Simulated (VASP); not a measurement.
# NbGa2 (P6/mmm) in VASP: single point with r2SCAN

Aim: the single point of NbGa2 with r2SCAN.

Program: VASP 6.6.1. These are calculated values, not measurements. Logs are shortened: lines on timing, memory, paths and dates and some standing lists are left out, and cuts for length are marked.

### Step 1. Starting point

It takes space group P6/mmm (No. 191, hexagonal). Conventional cell: a = 4.199 Å, b = 4.199 Å, c = 4.019 Å, α = 90.00°, β = 90.00°, γ = 120.00°. Around Nb (site symmetry 6/mmm) lie 12 Ga at 3.15 Å. Around Ga (site symmetry -6m2) lie 3 Ga at 2.42 Å.

The cell was built by a generator and needn't be a form met in nature.

### Step 2. Single point, r2SCAN

POSCAR reads:

```
NbGa2
1.0
    2.0992746400      3.6360469100      0.0000000000
   -2.0992746400      3.6360469100      0.0000000000
    0.0000000000      0.0000000000      4.0191315800
Nb Ga
1 2
Direct
    0.0000000000      0.0000000000      0.0000000000
    0.3333000000      0.3334000000      0.5000000000
    0.6666000000      0.6667000000      0.5000000000
```

INCAR.step1 reads:

```
PREC = Accurate
ENCUT = 520
ISMEAR = -5
SIGMA = 0.1
LREAL = False
LASPH = True
NELM = 100
LMAXMIX = 4
NBANDS = 26
GGA = PE
ALGO = Normal
EDIFF = 1E-4
LWAVE = True
LCHARG = False
```

INCAR.step2 reads:

```
PREC = Accurate
ENCUT = 520
EDIFF = 1E-6
ISMEAR = -1
SIGMA = 0.1
LREAL = False
LASPH = True
NELM = 100
ALGO = Normal
ISIF = 2
LWAVE = False
LCHARG = False
LMAXMIX = 4
METAGGA = R2SCAN
LMIXTAU = True
LORBIT = 11
NBANDS = 26
ISTART = 1
```

KPOINTS reads:

```
regular mesh
0
Gamma
  9 9 8
```

Potentials or basis: VASP PAW PBE potentials, release 64 (Nb_sv, Ga_d).

Started as:

```sh
> cat potpaw_PBE.64/Nb_sv/POTCAR potpaw_PBE.64/Ga_d/POTCAR > POTCAR
> cp INCAR.step1 INCAR
> mpirun -np 1 vasp_std > vasp.out
> cp INCAR.step2 INCAR
> mpirun -np 1 vasp_std > vasp.out
```

OUTCAR:

```text
PREC = Accurate
   ENCUT = 520
   EDIFF = 1E-6
   ISMEAR = -1
   LREAL = False
   LASPH = True
   NELM = 100
   ISIF = 2
   METAGGA = R2SCAN
   LORBIT = 11
   ISTART = 1

 ion  position               nearest neighbor table
   1  0.000  0.000  0.000-
   2  0.333  0.333  0.500-   3 2.42   3 2.42   3 2.42
   3  0.667  0.667  0.500-   2 2.42   2 2.42   2 2.42

  LATTYP: Found a hexagonal cell.
 ALAT       =     4.1985463134
 C/A-ratio  =     0.9572674159

  Lattice vectors:

 A1 = (   2.0992746400,  -3.6360469100,   0.0000000000)
 A2 = (   2.0992746400,   3.6360469100,   0.0000000000)
 A3 = (   0.0000000000,   0.0000000000,   4.0191315800)

Analysis of symmetry for initial positions (statically):
=====================================================================
 Subroutine PRICEL returns:
 Original cell was already a primitive cell.

 Routine SETGRP: Setting up the symmetry group for a
 hexagonal supercell.

 Subroutine GETGRP returns: Found  4 space group operations
 (whereof  4 operations were pure point group operations)
 out of a pool of 24 trial point group operations.

The static configuration has the point symmetry C_2v.

Analysis of symmetry for dynamics (positions and initial velocities):
=====================================================================
 Subroutine PRICEL returns:
 Original cell was already a primitive cell.

 Routine SETGRP: Setting up the symmetry group for a
 hexagonal supercell.

 Subroutine GETGRP returns: Found  4 space group operations
 (whereof  4 operations were pure point group operations)
 out of a pool of 24 trial point group operations.

The dynamic configuration has the point symmetry C_2v.

 Subroutine INISYM returns: Found  4 space group operations
 (whereof  4 operations are pure point group operations),
 and found     1 'primitive' translations

----------------------------------------------------------------------------------------

                                     Primitive cell

  volume of cell :      61.3566

  direct lattice vectors                    reciprocal lattice vectors
     2.099274640  3.636046910  0.000000000     0.238177507  0.137511977  0.000000000
    -2.099274640  3.636046910  0.000000000    -0.238177507  0.137511977  0.000000000
     0.000000000  0.000000000  4.019131580     0.000000000  0.000000000  0.248809968

  length of vectors
     4.198546313  4.198546313  4.019131580     0.275023760  0.275023760  0.248809968

  position of ions in fractional coordinates (direct lattice)
     0.000000000  0.000000000  0.000000000
     0.333300000  0.333400000  0.500000000
     0.666600000  0.666700000  0.500000000

  ion indices of the primitive-cell ions
   primitive index   ion index
                 1           1
                 2           2
                 3           3

----------------------------------------------------------------------------------------

 KPOINTS: regular mesh

Automatic generation of k-mesh.
 Grid dimensions read from file:
 generate k-points for:    9    9    8

 Generating k-lattice:

  Cartesian coordinates                     Fractional coordinates (reciprocal lattice)
     0.026464167  0.015279109  0.000000000     0.111111111  0.000000000  0.000000000
    -0.026464167  0.015279109  0.000000000     0.000000000  0.111111111  0.000000000
     0.000000000  0.000000000  0.031101246     0.000000000  0.000000000  0.125000000

  Length of vectors
     0.030558196  0.030558196  0.031101246

  Shift w.r.t. Gamma in fractional coordinates (k-lattice)
     0.000000000  0.000000000  0.000000000

 Subroutine IBZKPT returns following result:
 ===========================================

 Found    125 irreducible k-points:

 Following reciprocal coordinates:
            Coordinates               Weight
  0.000000  0.000000  0.000000      1.000000
  0.111111 -0.000000  0.000000      4.000000
  0.111111  0.111111  0.000000      2.000000
  0.222222 -0.000000  0.000000      4.000000
  0.222222  0.222222  0.000000      2.000000
  0.333333 -0.000000  0.000000      4.000000
[... 16 lines left out ...]
  0.333333 -0.444444  0.000000      4.000000
 -0.222222  0.333333  0.000000      4.000000
 [... further k-points ...]
   k-points           NKPTS =    125   k-points in BZ     NKDIM =    125   number of bands    NBANDS=     26
   number of dos      NEDOS =    301   number of ions     NIONS =      3
   total plane-waves  NPLWV =  30720
   dimension x,y,z NGX =    32 NGY =   32 NGZ =   30
   dimension x,y,z NGXF=    64 NGYF=   64 NGZF=   60
   ions per type =               1   2
   NGX,Y,Z   is equivalent  to a cutoff of  12.67, 12.67, 12.41 a.u.
   NGXF,Y,Z  is equivalent  to a cutoff of  25.34, 25.34, 24.82 a.u.
 SYSTEM =  unknown system
   PREC   = accura    normal or accurate (medium, high low for compatibility)
   ISTART =      1    job   : 0-new  1-cont  2-samecut
   ICHARG =      0    charge: 1-file 2-atom 10-const
   ISPIN  =      1    spin polarized calculation?
   LNONCOLLINEAR =      F non collinear calculations
   LSORBIT =      F    spin-orbit coupling
   LASPH  =      T    aspherical Exc in radial PAW
   ENCUT  =  520.0 eV  38.22 Ry    6.18 a.u.   7.81  7.81  7.47*2*pi/ulx,y,z
   NELM   =    100;   NELMIN=  2; NELMDL=  0     # of ELM steps
   EDIFF  = 0.1E-05   stopping-criterion for ELM
   LREAL  =      F    real-space projection
   EDIFFG = 0.1E-04   stopping-criterion for IOM
   NSW    =      0    number of steps for IOM
   IBRION =     -1    ionic relax: 0-MD 1-quasi-New 2-CG
   NFREE  =      0    steps in history (QN), initial steepest desc. (CG)
   ISIF   =      2    stress and relaxation
   ISYM   =      2    0-nonsym 1-usesym 2-fastsym
   POTIM  = 0.5000    time-step for ionic-motion
   TEBEG  =    0.0;   TEEND  =   0.0 temperature during run
   PSTRESS=    0.0 pullay stress
   NELECT =      39.0000    total number of electrons
   NUPDOWN=      -1.0000    fix difference up-down
   EMIN   =  10.00;   EMAX   =-10.00  energy-range for DOS
   EFERMI =   0.00;   METHOD = LEGACY
   ISMEAR =    -1;   SIGMA  =   0.10  broadening in eV -4-tet -1-fermi 0-gaus
   EFERMI_NEDOS =   21; number of points for ismear=-14 and -15
   IALGO  =     38    algorithm
   IMIX   =      4    mixing-type and parameters
     AMIX     =   0.40;   BMIX     =  1.00
     AMIX_MAG =   1.60;   BMIX_MAG =  1.00
  volume/ion in A,a.u.               =      20.45       138.02
  Fermi-wavevector in a.u.,A,eV,Ry     =   1.407590  2.659959 26.957338  1.981308
  Thomas-Fermi vector in A             =   2.529833
   LORBIT       =     11    0 simple, 1 ext, 2 COOP (PROOUT), +10 PAW based schemes
   METAGGA = R2SCAN    functional components
   LHFCALC =     F    Hartree Fock is set to
   AEXX    =    0.0000 exact exchange contribution
   IVDW    =     0    specifies the selected vdW correction
   LEPSILON=     F    determine dielectric tensor
   LRPA    =     F    only Hartree local field effects (RPA)
 non-spin polarized calculation
  energy-cutoff  :      520.00
  volume of cell :       61.36
 maximum number of plane-waves:      1671
   NGX = 15   NGY = 15   NGZ = 15

 number of electron      39.0000005 magnetization

 Free energy of the ion-electron system (eV)
  ---------------------------------------------------
  ext. energy  EPLUGINS =         0.00000000
  ---------------------------------------------------
  free energy    TOTEN  =       -46.79742608 eV

  energy without entropy =      -46.73205069  energy(sigma->0) =      -46.76473839

 E-fermi :   6.9269     XC(G=0): -12.0447

 val. band max:        6.9198631205   @ k =  -0.4444   0.2222   0.1250
 cond. band min:       6.9376013287   @ k =   0.2222   0.1111   0.0000
 fundamental gap:      0.0177382081
 Fermi energy:         6.9268600174

 k-point     1 :       0.0000    0.0000    0.0000
  band No.  band energies     occupation
      1     -50.9110      2.00000
      2     -26.2286      2.00000
      3     -26.1960      2.00000
      4     -26.1959      2.00000
      5      -9.1356      2.00000
      6      -9.0600      2.00000
[... 18 lines left out ...]
     25       9.9676      0.00000
     26       9.9691      0.00000

 k-point     2 :       0.1111   -0.0000    0.0000
  band No.  band energies     occupation
      1     -50.9109      2.00000
      2     -26.2282      2.00000
      3     -26.1991      2.00000
      4     -26.1967      2.00000
      5      -9.1399      2.00000
      6      -9.0995      2.00000
[... 18 lines left out ...]
     25      10.4949      0.00000
     26      11.3607      0.00000

 k-point     3 :       0.1111    0.1111    0.0000
  band No.  band energies     occupation
      1     -50.9109      2.00000
      2     -26.2282      2.00000
      3     -26.1991      2.00000
      4     -26.1967      2.00000
      5      -9.1400      2.00000
      6      -9.0994      2.00000
[... 18 lines left out ...]
     25      10.4944      0.00000
     26      11.3607      0.00000

 k-point     4 :       0.2222   -0.0000    0.0000
  band No.  band energies     occupation
      1     -50.9105      2.00000
      2     -26.2273      2.00000
      3     -26.2071      2.00000
      4     -26.1987      2.00000
      5      -9.1860      2.00000
      6      -9.1639      2.00000
[... 18 lines left out ...]
     25      11.3550      0.00000
     26      13.0698      0.00000
[... 496 lines left out ...]
      1     -50.9097      2.00000
      2     -26.2253      2.00000
      3     -26.2188      2.00000
      4     -26.2089      2.00000
      5      -9.3445      2.00000
      6      -9.1571      2.00000
[... 18 lines left out ...]
     25      12.1988      0.00000
     26      12.4729      0.00000

 k-point    23 :       0.3333   -0.4444    0.0000
  band No.  band energies     occupation
      1     -50.9097      2.00000
      2     -26.2253      2.00000
      3     -26.2187      2.00000
      4     -26.2089      2.00000
      5      -9.3445      2.00000
      6      -9.1573      2.00000
[... 18 lines left out ...]
     25      12.1992      0.00000
     26      12.4730      0.00000

 k-point    24 :      -0.2222    0.3333    0.0000
  band No.  band energies     occupation
      1     -50.9097      2.00000
      2     -26.2253      2.00000
      3     -26.2188      2.00000
      4     -26.2089      2.00000
      5      -9.3444      2.00000
      6      -9.1570      2.00000
[... 18 lines left out ...]
     25      12.1991      0.00000
     26      12.4728      0.00000

 [... further k-points ...]

------------------------ aborting loop because EDIFF is reached ----------------------------------------

  FORCE on cell =-STRESS in cart. coord.  units (eV):
  Direction    XX          YY          ZZ          XY          YZ          ZX
  --------------------------------------------------------------------------------------
  -------------------------------------------------------------------------------------
  Total       -5.4532778     -5.4496349     -8.8860521      0.0000000      0.0000000      0.0000000
  in kB     -142.3991012   -142.3039762   -232.0376614      0.0000000      0.0000000      0.0000000
  external PRESSURE =    -172.2469129 kB  Pullay stress =       0.0000000 kB

 VOLUME and BASIS-vectors are now :
 -----------------------------------------------------------------------------
  energy-cutoff  :      520.00
  volume of cell :       61.36
      direct lattice vectors                 reciprocal lattice vectors
     2.099274640  3.636046910  0.000000000     0.238177507  0.137511977  0.000000000
    -2.099274640  3.636046910  0.000000000    -0.238177507  0.137511977  0.000000000
     0.000000000  0.000000000  4.019131580     0.000000000  0.000000000  0.248809968

 POSITION                                       TOTAL-FORCE (eV/Angst)
 -----------------------------------------------------------------------------------
      0.00000      0.00000      0.00000        -0.000061      0.000000      0.000000
     -0.00021      2.42415      2.00957         0.000031     -0.001793      0.000000
     -0.00021      4.84794      2.00957         0.000031      0.001793      0.000000
 -----------------------------------------------------------------------------------
    total drift:                               -0.000439      0.000000     -0.000000

  FREE ENERGIE OF THE ION-ELECTRON SYSTEM (eV)
  ---------------------------------------------------
  free  energy   TOTEN  =       -46.7974260831 eV

  energy  without entropy=      -46.7320506928  energy(sigma->0) =      -46.76473839

 total charge

# of ion       s       p       d       tot
------------------------------------------
    1        2.091   5.932   2.380  10.403
    2        0.839   0.853   9.971  11.663
    3        0.839   0.853   9.971  11.663
--------------------------------------------------
tot          3.768   7.639  22.323  33.730
```

Wall time 4.6 min (1 thread of Intel Xeon 6975P-C (Granite Rapids), shared host); peak memory 0.32 GiB.

Results:

```yaml
Free_energy: -46.7974 eV
Pressure: -17.2 GPa
Band_gap_on_the_k_mesh: none (metal or under the smearing width)
Valence_electrons_inside_the_program's_atomic_spheres: Nb 10.40; Ga 11.66
```

Stress tensor (GPa, compression positive):
```
-14.24   0.00   0.00
  0.00 -14.23   0.00
  0.00   0.00 -23.20
```

Levels at points of the mesh, in eV from the Fermi level:
| k point | band 15 | band 16 | band 17 | band 18 | band 19 | band 20 | band 21 | band 22 | band 23 | band 24 |
| --- | --- | --- | --- | --- | --- | --- | --- | --- | --- | --- |
| (0.00, 0.00, 0.00) | -11.05 | -2.16 | -2.16 | -1.62 | -0.73 | 0.11 | 0.11 | 0.93 | 2.92 | 2.92 |
| (0.00, 0.00, 0.50) | -9.90 | -5.59 | -1.24 | -1.24 | -0.52 | -0.52 | 0.28 | 0.28 | 0.90 | 2.26 |

Caveat: so large a pressure means that the cell lies far from this level's equilibrium, or that cutoff or potentials fall short; the potentials were made for another functional, which shifts forces and pressure.
